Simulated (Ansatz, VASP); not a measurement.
**One calculation of Ta4Rh, two programs**

Contents of INCAR:

```
SYSTEM = Ta4Rh
ALGO = Fast
EDIFF = 1E-6
EDIFFG = -0.04
ENCUT = 600
GGA = PE
IBRION = 2
ISIF = 3
ISMEAR = 0
LASPH = .True.
LCHARG = .False.
LREAL = .False.
LWAVE = .False.
NELM = 80
NSW = 90
PREC = Accurate
SIGMA = 0.1
```

KPOINTS

```
k-points
0
Gamma
  4 4 4
  0 0 0
```

File POSCAR:

```
Ta4Rh
1.0
   -2.7009564300      2.7009564300      2.7009564300
    2.7009564300     -2.7009564300      2.7009564300
    2.7009564300      2.7009564300     -2.7009564300
Ta Rh
4 1
Direct
    0.0000000000      0.0000000000      0.5000000000
    0.0000000000      0.5000000000      0.0000000000
    0.5000000000      0.0000000000      0.0000000000
    0.5000000000      0.5000000000      0.5000000000
    0.0000000000      0.0000000000      0.0000000000
```

Input for Ansatz:

```yaml
crystal:
  lattice:
    - [-2.70095643, 2.70095643, 2.70095643]
    - [2.70095643, -2.70095643, 2.70095643]
    - [2.70095643, 2.70095643, -2.70095643]
  atoms:
    - { symbol: Ta, position: [0.0, 0.0, 0.5] }
    - { symbol: Ta, position: [0.0, 0.5, 0.0] }
    - { symbol: Ta, position: [0.5, 0.0, 0.0] }
    - { symbol: Ta, position: [0.5, 0.5, 0.5] }
    - { symbol: Rh, position: [0.0, 0.0, 0.0] }
basis:
  ecutwfc: 420
kpoints:
  mp_grid: { grid: [4, 4, 4] }
hamiltonian:
  xc: pbe
scf:
  occupations: { method: gaussian, width: 0.1 }
  lower_state_search: "off"
output:
  forces: true
  stress: true
  eigenvalues: true
relax:
  adjacent_minimum: "off"
  f_tol: 0.04
  max_steps: 70
  cell: { stress_tol: 0.4 }
```

Change from the starting cell: species swapped into the MnGa4 type (Im-3m, No. 229).

Alike in both runs: task relaxation of cell and atoms; functional PBE; k mesh 4 × 4 × 4; occupations gaussian, width 0.1 eV; no spin polarisation.

```csv
,VASP,Ansatz
version,VASP 6.6.1,Ansatz 0.2.0
potentials or method,"VASP PAW PBE potentials, release 64 (Ta_pv, Rh_pv)","scalar-relativistic, plane waves, PAW"
plane-wave cutoff (eV),600,420
valence electrons in the cell,59,69
```

|  | VASP | Ansatz | Ansatz less VASP |
| --- | --- | --- | --- |
| gap on the k mesh at the Fermi level, each at its own relaxed structure (eV) | none | none | - |
| relaxed volume (Å³/atom) | 21.10 | 21.07 | -0.035 |
| relaxed cell length with the largest relative difference (Å) | 5.156 | 5.153 | -0.0028 |
| energy change over the relaxation (meV/atom) | -1102 | -1092 | +10.4 |

A gap of «none» marks a metal or a gap that the smearing closes. The two sets of potentials don't hold the same shells in valence.

Caveats: the k mesh is coarse (spacing up to 0.41 Å⁻¹), so the values aren't converged; the volume moved by over 15 % at a fixed basis, so the end points are rough (VASP). The runs have no spin-orbit coupling, so splittings on Ta are missing.
